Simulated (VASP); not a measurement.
Input of a VASP 6.6.1 run:

Contents of POSCAR:

```
GaAs                                    
1.0
    0.0000000000      2.8344651458      2.8344651458
    2.8344651458      0.0000000000      2.8344651458
    2.8344651458      2.8344651458      0.0000000000
  Ga              As            
     1     1
Direct
     0.0000000000000000    0.0000000000000000    1.0000000000000000
     0.7500000000000000    0.7500000000000000    0.7500000000000000
```

INCAR.step1

```
SYSTEM = GaAs
PREC     = Accurate       ! precision mode
ENCUT    = 300            ! plane-wave cutoff, eV
EDIFF    = 1E-6           ! SCF threshold, eV
ISMEAR   = 0              ! smearing method
SIGMA    = 0.02           ! smearing width, eV
LREAL    = .FALSE.        ! projectors in reciprocal space
LASPH    = .TRUE.         ! aspherical terms in the spheres
NELM     = 120            ! most SCF steps
ALGO     = Normal         ! electronic algorithm
ISIF     = 2              ! what is computed and relaxed
LWAVE    = .FALSE.        ! write WAVECAR
LCHARG   = .TRUE.         ! write CHGCAR
GGA      = PE             ! functional
KPAR     = 2
```

The input KPOINTS.step1:

```
regular mesh
0
G
  10 10 10
  0 0 0
```

INCAR.step2

```
SYSTEM = GaAs
PREC     = Accurate       ! precision mode
ENCUT    = 300            ! plane-wave cutoff, eV
EDIFF    = 1E-6           ! SCF threshold, eV
ISMEAR   = 0              ! smearing method
SIGMA    = 0.05           ! smearing width, eV
LREAL    = .FALSE.        ! projectors in reciprocal space
LASPH    = .TRUE.         ! aspherical terms in the spheres
NELM     = 120            ! most SCF steps
ALGO     = Normal         ! electronic algorithm
ISIF     = 2              ! what is computed and relaxed
LWAVE    = .FALSE.        ! write WAVECAR
LCHARG   = .FALSE.        ! write CHGCAR
GGA      = PE             ! functional
KPAR     = 2            
ICHARG   = 11             ! starting density
```

KPOINTS.step2

```
path GXWKGLUWLK,UX
20
line-mode
reciprocal
 0.0000000000  0.0000000000  0.0000000000  G
 0.5000000000  0.0000000000  0.5000000000  X

 0.5000000000  0.0000000000  0.5000000000  X
 0.5000000000  0.2500000000  0.7500000000  W

 0.5000000000  0.2500000000  0.7500000000  W
 0.3750000000  0.3750000000  0.7500000000  K

 0.3750000000  0.3750000000  0.7500000000  K
 0.0000000000  0.0000000000  0.0000000000  G

 0.0000000000  0.0000000000  0.0000000000  G
 0.5000000000  0.5000000000  0.5000000000  L

 0.5000000000  0.5000000000  0.5000000000  L
 0.6250000000  0.2500000000  0.6250000000  U

 0.6250000000  0.2500000000  0.6250000000  U
 0.5000000000  0.2500000000  0.7500000000  W

 0.5000000000  0.2500000000  0.7500000000  W
 0.5000000000  0.5000000000  0.5000000000  L

 0.5000000000  0.5000000000  0.5000000000  L
 0.3750000000  0.3750000000  0.7500000000  K

 0.6250000000  0.2500000000  0.6250000000  U
 0.5000000000  0.0000000000  0.5000000000  X
```

Potentials or basis: VASP PAW PBE potentials, release 64 (Ga_d, As).

Command:

```console
$ cat potpaw_PBE.64/Ga_d/POTCAR potpaw_PBE.64/As/POTCAR > POTCAR
$ cp INCAR.step1 INCAR
$ cp KPOINTS.step1 KPOINTS
$ mpirun -np 2 vasp_std > vasp.out
$ cp INCAR.step2 INCAR
$ cp KPOINTS.step2 KPOINTS
$ mpirun -np 2 vasp_std > vasp.out
```

**Question.** Estimate the band gap on the k mesh.

**Answer.** 0.46 eV, direct.

**Question.** Predict the band gap along the path.

**Answer.** 0.46 eV, direct.

Levels at the corners of the path, in eV from the valence-band top:
```csv
point,band 5,band 6,band 7,band 8,band 9,band 10,band 11,band 12,band 13
Γ,-14.70,-12.67,0.00,0.00,0.00,0.46,3.72,3.72,3.72
X,-14.69,-10.20,-6.78,-2.65,-2.65,1.48,1.66,10.10,10.10
X,-14.69,-10.20,-6.78,-2.65,-2.65,1.48,1.66,10.10,10.12
W,-14.70,-10.14,-6.60,-3.50,-3.31,4.58,4.72,5.38,6.03
W,-14.70,-10.14,-6.60,-3.50,-3.31,4.58,4.72,5.38,6.03
K,-14.69,-10.24,-6.60,-3.82,-2.24,1.96,4.62,7.90,8.02
K,-14.69,-10.24,-6.60,-3.82,-2.24,1.96,4.62,7.90,8.02
Γ,-14.70,-12.67,0.00,0.00,0.00,0.46,3.72,3.72,3.72
Γ,-14.70,-12.67,0.00,0.00,0.00,0.46,3.72,3.72,3.72
L,-14.70,-10.93,-6.60,-1.13,-1.13,0.97,4.63,4.63,7.74
L,-14.70,-10.93,-6.60,-1.13,-1.13,0.97,4.63,4.63,7.74
U,-14.69,-10.24,-6.60,-3.82,-2.24,1.96,4.62,7.90,8.02
U,-14.69,-10.24,-6.60,-3.82,-2.24,1.96,4.62,7.90,8.02
W,-14.70,-10.14,-6.60,-3.50,-3.31,4.58,4.72,5.38,6.03
W,-14.70,-10.14,-6.60,-3.50,-3.31,4.58,4.72,5.38,6.03
L,-14.70,-10.93,-6.60,-1.13,-1.13,0.97,4.63,4.63,7.74
L,-14.70,-10.93,-6.60,-1.13,-1.13,0.97,4.63,4.63,7.74
K,-14.69,-10.24,-6.60,-3.82,-2.24,1.96,4.62,7.90,8.02
U,-14.69,-10.24,-6.60,-3.82,-2.24,1.96,4.62,7.90,8.02
X,-14.69,-10.20,-6.78,-2.65,-2.65,1.48,1.66,10.10,10.11
```

Caveat: the log is that of the step along the path at fixed density, whose energy, stress, charges and moments have no meaning.

**Experimental background.**

From “Evidence of valence band perturbations in GaAsN/GaAs(001): A combined variable-angle spectroscopic ellipsometry and modulated photoreflectance investigation”, 2008, arxiv:0805.2212, for a bulk crystal of GaAs at 300 K: band gap 1.412 ± 0.01 eV (direct).

Measured gap of GaAs: 1.412 eV (direct; 300 K; “Evidence of valence band perturbations in GaAsN/GaAs(001): A combined variable-angle spectroscopic ellipsometry and modulated photoreflectance investigation”, 2008, arxiv:0805.2212). This calculation gives 0.46 eV (-0.95 eV). 3 values of this kind are on record (1.412 to 1.51 eV); this one was drawn at random among those near their median, those with a stated uncertainty first. Spin-orbit coupling on As, Ga is left out. The value is that of PBE, without temperature or zero-point motion. Semilocal functionals fall short of measured gaps as a rule. The cell is a database's relaxed one, not the measured one, which moves gaps too.
